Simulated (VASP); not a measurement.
## W: single point with PBE

W:

```
W
1.0
    -1.60873    1.60873    1.60873
     1.60873   -1.60873    1.60873
     1.60873    1.60873   -1.60873
W
1
Direct
  0.00000 0.00000 0.00000
```

The cell isn't the ideal one: a relaxed cell with its volume scaled by 1.03.

* Program: VASP 6.6.1
* Task: single point
* Functional: PBE
* Potentials or basis: VASP PAW PBE potentials, release 64 (W_sv)
* Cutoff: 520 eV
* k mesh: 18 × 18 × 18
* Occupations: gaussian, width 0.1 eV
* Spin: no spin polarisation

| Quantity | Value |
| --- | --- |
| Pressure | -8.6 GPa |
| Band gap on the k mesh | none (metal or under the smearing width) |

Levels at points of the mesh, in eV from the Fermi level:
```tsv
k point	band 4	band 5	band 6	band 7	band 8	band 9	band 10	band 11
(0.00, 0.00, 0.00)	-37.87	-9.36	-1.15	-1.15	-1.15	2.15	2.15	14.40
(0.50, 0.00, 0.00)	-37.88	-5.96	-3.33	0.52	2.01	2.93	5.72	11.32
(0.50, 0.50, 0.50)	-38.65	-5.45	-5.45	4.82	4.82	4.82	7.86	7.86
```

Run time: 31 s on 1 thread of AMD EPYC 9R14 (Zen 4), on a shared host, peak memory 0.13 GiB.

Spin-orbit coupling is left out, which matters for the levels of W.
